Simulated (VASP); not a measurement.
MgH16Cl2O8, 27 atoms in the cell. The cell holds a amorphous, 27 atoms: a = 6.739 Å, b = 6.739 Å, c = 6.739 Å, α = 90.00°, β = 90.00°, γ = 90.00°. The cell was built by a generator and needn't be a form met in nature.

| Property | Result |
| --- | --- |
| Program | VASP 6.6.1 |
| Task | single point |
| Functional | PBE |
| Dispersion | D3(BJ) |
| Potentials or basis | VASP PAW PBE potentials, release 64 (O, H, Mg, Cl) |
| Cutoff | 520 eV |
| k mesh | 1 × 1 × 1 |
| Occupations | fermi-dirac, width 0.02 eV |
| Spin | no spin polarisation |
| Dipole correction | no |
| Further INCAR settings | LREAL = Auto; ALGO = Fast; EDIFF = 1e-06; NBANDS = 59 |

Potentials or basis: VASP PAW PBE potentials, release 64 (O, H, Mg, Cl).

Command:

```sh
$ cat potpaw_PBE.64/O/POTCAR potpaw_PBE.64/H/POTCAR potpaw_PBE.64/Mg/POTCAR potpaw_PBE.64/Cl/POTCAR > POTCAR
$ mpirun -np 1 vasp_gam > vasp.out
```

Hardware: 1 thread of AMD EPYC 9R45 96-Core Processor (Zen 5), with other jobs on the host.

Q: Estimate the wall time of this run.

A: It took 18 s on 1 thread of AMD EPYC 9R45 96-Core Processor (Zen 5), with other jobs on the host, peak memory 0.33 GiB. Counts: scf iterations 16, k points 1.
